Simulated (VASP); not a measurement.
Method: PBEsol GGA, VASP's PBE PAW potentials (set 64) (plane waves; VASP 6.6.1).

The input files of a VASP run:

**KPOINTS**
```
Automatic mesh
0
Gamma
  12 12 7
0 0 0
```

### INCAR
```
ALGO = Normal
EDIFF = 1E-7
EDIFFG = -0.01
ENCUT = 520
GGA = PS
IBRION = 2
ISIF = 4
ISMEAR = 1
LASPH = .TRUE.
LCHARG = .FALSE.
LMAXMIX = 4
LREAL = .FALSE.
LWAVE = .FALSE.
NELM = 100
NSW = 30
PREC = Accurate
SIGMA = 0.1
SYSTEM = Tl
```

File POSCAR:
```
Tl
1
    1.7001307114    -2.9447128713     0.0000000000
    1.7001307114     2.9447128713     0.0000000000
    0.0000000000     0.0000000000     5.5066304043
Tl
2
Direct
  0.3333330000   0.6666670000   0.2500000000
  0.6666670000   0.3333330000   0.7500000000
```

POTCAR, in this order: Tl_d (PBE.64 set). Program: vasp_std.

Output

OSZICAR:
```
       N       E                     dE             d eps       ncg     rms          rms(c)
DAV:   1     0.126626000249E+03    0.12663E+03   -0.14642E+04  2608   0.146E+03
DAV:   2    -0.314311725383E+01   -0.12977E+03   -0.12828E+03  2709   0.298E+02
DAV:   3    -0.531188923436E+01   -0.21688E+01   -0.21585E+01  3126   0.338E+01
DAV:   4    -0.532509003599E+01   -0.13201E-01   -0.13195E-01  2891   0.259E+00
DAV:   5    -0.532522611654E+01   -0.13608E-03   -0.13608E-03  2959   0.282E-01    0.345E+00
DAV:   6    -0.525618526532E+01    0.69041E-01   -0.13365E-01  2740   0.318E+00    0.239E+00
DAV:   7    -0.524414017780E+01    0.12045E-01   -0.53384E-02  2780   0.198E+00    0.868E-01
DAV:   8    -0.524312449394E+01    0.10157E-02   -0.37251E-03  2711   0.523E-01    0.516E-02
DAV:   9    -0.524312603814E+01   -0.15442E-05   -0.17766E-05  3115   0.408E-02    0.104E-02
DAV:  10    -0.524312830810E+01   -0.22700E-05   -0.30827E-06  2782   0.171E-02    0.146E-03
DAV:  11    -0.524312839408E+01   -0.85976E-07   -0.36980E-07  2729   0.503E-03
   1 F= -.52431284E+01 E0= -.52433635E+01  d E =-.524313E+01
       N       E                     dE             d eps       ncg     rms          rms(c)
DAV:   1    -0.526193665802E+01   -0.18808E-01   -0.69394E-01  2652   0.650E+00    0.539E-01
DAV:   2    -0.525183957207E+01    0.10097E-01   -0.68369E-03  2695   0.876E-01    0.326E-01
DAV:   3    -0.524666670710E+01    0.51729E-02   -0.10083E-02  2720   0.101E+00    0.353E-02
DAV:   4    -0.524669929968E+01   -0.32593E-04   -0.57320E-04  2678   0.220E-01    0.183E-02
DAV:   5    -0.524670032763E+01   -0.10280E-05   -0.61629E-06  3427   0.253E-02    0.302E-03
DAV:   6    -0.524669987465E+01    0.45299E-06   -0.88667E-07  2694   0.106E-02    0.367E-04
DAV:   7    -0.524669988608E+01   -0.11428E-07   -0.48961E-08  1477   0.175E-03
   2 F= -.52466999E+01 E0= -.52471443E+01  d E =-.357149E-02
       N       E                     dE             d eps       ncg     rms          rms(c)
DAV:   1    -0.538674384071E+01   -0.14004E+00   -0.59563E+00  2668   0.191E+01    0.160E+00
DAV:   2    -0.529823082283E+01    0.88513E-01   -0.57390E-02  2658   0.246E+00    0.969E-01
DAV:   3    -0.525247068190E+01    0.45760E-01   -0.87789E-02  2697   0.294E+00    0.119E-01
DAV:   4    -0.525268016701E+01   -0.20949E-03   -0.49608E-03  2658   0.656E-01    0.557E-02
DAV:   5    -0.525268314765E+01   -0.29806E-05   -0.77048E-05  3282   0.978E-02    0.178E-02
DAV:   6    -0.525267599796E+01    0.71497E-05   -0.15538E-05  2714   0.424E-02    0.124E-03
DAV:   7    -0.525267609087E+01   -0.92907E-07   -0.60864E-07  2795   0.637E-03
   3 F= -.52526761E+01 E0= -.52527010E+01  d E =-.954770E-02
       N       E                     dE             d eps       ncg     rms          rms(c)
DAV:   1    -0.525527029539E+01   -0.25943E-02   -0.11134E-01  2671   0.261E+00    0.220E-01
DAV:   2    -0.525360071985E+01    0.16696E-02   -0.10665E-03  2659   0.359E-01    0.132E-01
DAV:   3    -0.525276502158E+01    0.83570E-03   -0.15825E-03  2720   0.409E-01    0.156E-02
DAV:   4    -0.525276979341E+01   -0.47718E-05   -0.92532E-05  2672   0.903E-02    0.757E-03
DAV:   5    -0.525276969479E+01    0.98621E-07   -0.14380E-06  3166   0.140E-02    0.181E-03
DAV:   6    -0.525276954732E+01    0.14747E-06   -0.27218E-07  2078   0.613E-03    0.258E-04
DAV:   7    -0.525276955250E+01   -0.51818E-08   -0.20501E-08  1325   0.132E-03
   4 F= -.52527696E+01 E0= -.52527565E+01  d E =-.964116E-02
```

### OUTCAR
```
------------------------ aborting loop because EDIFF is reached ----------------------------------------
  FORCE on cell =-STRESS in cart. coord.  units (eV):
  Direction    XX          YY          ZZ          XY          YZ          ZX
  --------------------------------------------------------------------------------------
  Total        0.5198436      0.5198436      0.5162252     -0.0000000     -0.0000000      0.0000000
  in kB       15.1057432     15.1057443     15.0005977     -0.0000000     -0.0000000      0.0000000
  external PRESSURE =      15.0706951 kB  Pullay stress =       0.0000000 kB
  volume of cell :       55.14
      direct lattice vectors                 reciprocal lattice vectors
     1.727330581 -2.991824441  0.000000000     0.289463989 -0.167122106  0.000000000
     1.727330581  2.991824441  0.000000000     0.289463989  0.167122106  0.000000000
     0.000000000  0.000000000  5.334572575    -0.000000000  0.000000000  0.187456443
 POSITION                                       TOTAL-FORCE (eV/Angst)
 -----------------------------------------------------------------------------------
      1.72733      0.99728      1.33364         0.000000      0.000000      0.000000
      1.72733     -0.99728      4.00093        -0.000000     -0.000000      0.000000
 -----------------------------------------------------------------------------------
    total drift:                                0.000000      0.000445      0.000009
  FREE ENERGIE OF THE ION-ELECTRON SYSTEM (eV)
  ---------------------------------------------------
  free  energy   TOTEN  =        -5.2527695525 eV

  energy  without entropy=       -5.2527302608  energy(sigma->0) =       -5.25275646

 reached required accuracy - stopping structural energy minimisation
```
(Selected blocks of OUTCAR.)

File CONTCAR:
```
Tl
   1.00000000000000
     1.7273305807062416   -2.9918244413017110    0.0000000000000000
     1.7273305807062416    2.9918244413017110    0.0000000000000000
     0.0000000000000000    0.0000000000000000    5.3345725754400002
  Tl
     2
Direct
     0.3333330000000032    0.6666669999999968    0.2500000000000000
     0.6666669999999968    0.3333330000000032    0.7500000000000000
```

The compound is Tl in the hcp structure. This cell is one point of a volume scan, at 0.97 of the reference volume. Symmetry was kept, so distortions that lower it aren't found.
